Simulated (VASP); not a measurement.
Input of a VASP 6.6.1 run:

INCAR

```
ALGO = Fast
EDIFF = 1E-6
ENCUT = 520
GGA = PE
ISIF = 2
ISMEAR = 0
LASPH = True
LCHARG = True
LELF = True
LREAL = False
LWAVE = False
NELM = 100
PREC = Accurate
SIGMA = 0.01
```

The input KPOINTS:

```
k-points
0
Gamma
  1 1 1
```

POSCAR

```
SiBrClF2
1.0
   12.0000000000      0.0000000000      0.0000000000
    0.0000000000     12.0000000000      0.0000000000
    0.0000000000      0.0000000000     12.0000000000
F Si Cl Br
2 1 1 1
Direct
    0.6064125000      0.3790625000      0.5093416700
    0.4409708300      0.4519458300      0.6188416700
    0.4997208300      0.4546625000      0.5018083300
    0.3957541700      0.3914125000      0.3868250000
    0.5489875000      0.6244375000      0.4632333300
```

Potentials or basis: VASP PAW PBE potentials, release 64 (F, Si, Cl, Br).

Launch:

```sh
$ cat potpaw_PBE.64/F/POTCAR potpaw_PBE.64/Si/POTCAR potpaw_PBE.64/Cl/POTCAR potpaw_PBE.64/Br/POTCAR > POTCAR
$ mpirun -np 1 vasp_gam > vasp.out
```

Task: Estimate the largest force.

Result: 0.878 eV/Å.

Task: Estimate the gap between the frontier levels.

Result: 6.32 eV.

Forces in eV/Å, atoms in the order of the input:
```
F    0.714 -0.508  0.047
F   -0.394 -0.019  0.782
Si  -0.221  0.375 -0.579
Cl  -0.177 -0.114 -0.192
Br   0.078  0.266 -0.057
```

PBE gaps usually lie below the measured ones, often by a third to a half.
